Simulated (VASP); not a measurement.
Output of a VASP run:

**OSZICAR**
```
       N       E                     dE             d eps       ncg     rms          rms(c)
DAV:   1     0.233899359018E+02    0.23390E+02   -0.39928E+03  1015   0.856E+02
DAV:   2     0.131041072289E+01   -0.22080E+02   -0.22072E+02  1057   0.142E+02
DAV:   3     0.889719448815E+00   -0.42069E+00   -0.42069E+00  1316   0.280E+01
DAV:   4     0.886213892320E+00   -0.35056E-02   -0.35056E-02  1260   0.232E+00
DAV:   5     0.886178442066E+00   -0.35450E-04   -0.35450E-04  1323   0.198E-01    0.199E-01
DAV:   6     0.885322766505E+00   -0.85568E-03   -0.11308E-03  1099   0.476E-01    0.134E-01
DAV:   7     0.884168707221E+00   -0.11541E-02   -0.30459E-03  1022   0.591E-01    0.254E-02
DAV:   8     0.884130923678E+00   -0.37784E-04   -0.14634E-04  1190   0.237E-01    0.406E-03
DAV:   9     0.884126281257E+00   -0.46424E-05   -0.61724E-06  1050   0.232E-02    0.128E-03
DAV:  10     0.884125912989E+00   -0.36827E-06   -0.97486E-07  1141   0.723E-03    0.237E-04
DAV:  11     0.884125886907E+00   -0.26082E-07   -0.27230E-08   994   0.114E-03
   1 F= 0.88412589E+00 E0= 0.88438139E+00  d E =-.766502E-03
```

File OUTCAR:
```
------------------------ aborting loop because EDIFF is reached ----------------------------------------
  FORCE on cell =-STRESS in cart. coord.  units (eV):
  Direction    XX          YY          ZZ          XY          YZ          ZX
  --------------------------------------------------------------------------------------
  Total        0.0612896      0.0612896      0.0612896      0.0000000      0.0000000     -0.0000000
  in kB        2.7797617      2.7797617      2.7797617      0.0000000      0.0000000     -0.0000000
  external PRESSURE =       2.7797617 kB  Pullay stress =       0.0000000 kB
  volume of cell :       35.33
      direct lattice vectors                 reciprocal lattice vectors
    -2.067013563  2.067013563  2.067013563     0.000000000  0.241894881  0.241894881
     2.067013563 -2.067013563  2.067013563     0.241894881  0.000000000  0.241894881
     2.067013563  2.067013563 -2.067013563     0.241894881  0.241894881  0.000000000
 POSITION                                       TOTAL-FORCE (eV/Angst)
 -----------------------------------------------------------------------------------
      0.00000      0.00000      0.00000         0.000000      0.000000      0.000000
 -----------------------------------------------------------------------------------
    total drift:                                0.000000     -0.000000      0.000000
  FREE ENERGIE OF THE ION-ELECTRON SYSTEM (eV)
  ---------------------------------------------------
  free  energy   TOTEN  =         0.8841258869 eV

  energy  without entropy=        0.8848923887  energy(sigma->0) =        0.88438139
```
(Selected blocks of OUTCAR.)

### POSCAR
```
Na
1
   -2.0670135627     2.0670135627     2.0670135627
    2.0670135627    -2.0670135627     2.0670135627
    2.0670135627     2.0670135627    -2.0670135627
Na
1
Direct
  0.0000000000   0.0000000000   0.0000000000
```

Task: Reconstruct the remaining input files.

Result: This is not unique; one that fits is the input of the run itself, optB86b-vdW, plane waves, VASP's PBE PAW potentials (set 64).

KPOINTS:
```
Automatic mesh
0
Gamma
  12 12 12
0 0 0
```

INCAR:
```
SYSTEM  =  Na
PREC  =  Accurate; ENCUT  =  520; LREAL  =  F
LASPH  =  T
EDIFF  =  1E-7; NELM  =  100; ALGO  =  Normal
ISMEAR  =  1; SIGMA  =  0.1
GGA  =  MK; LUSE_VDW  =  T; AGGAC  =  0.0
PARAM1  =  0.1234; PARAM2  =  1.0
ISIF  =  2
LWAVE  =  F; LCHARG  =  F
```

POTCAR, in this order: Na_pv (PBE.64 set). Program: vasp_std.

The compound is Na in the bcc structure. This cell is one point of a volume scan, at 0.97 of the reference volume.
